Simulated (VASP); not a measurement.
**MoSi2 (MoSi2 type): computed properties**

Computed with PBE GGA, VASP's PBE PAW potentials (set 64) (plane waves; VASP).

```yaml
space_group: I4/mmm (139)
cell: a = b = 3.216 Å, c = 7.868 Å, α = β = γ = 90.00°
volume_per_atom: 13.57 Å³/atom
band gap (over mesh and band path): none (metal, semimetal or under 0.01 eV)
band_gap_with_spin_orbit_coupling: none (metallic)
density: 6.21 g/cm³
```

```
CELL_PARAMETERS angstrom
     -1.60817     1.60817     3.93391
      1.60817    -1.60817     3.93391
      1.60817     1.60817    -3.93391
ATOMIC_POSITIONS crystal
  Si 0.66490 0.66490 0.00000
  Si 0.33510 0.33510 0.00000
  Mo 0.00000 0.00000 0.00000
```

Measured: a 3.205 Å (computed value off by +0.3 %), c 7.845 Å (computed value off by +0.3 %), as given by Orest Pavlosiuk et al., Physical Review B (2022), arXiv:2202.05362. The calculation is for a static lattice, while the measured a, c hold thermal and zero-point effects, which are part of the difference.

The compound is MoSi2 in the MoSi2 type structure. It was relaxed first. Symmetry was kept, so distortions that lower it aren't found.
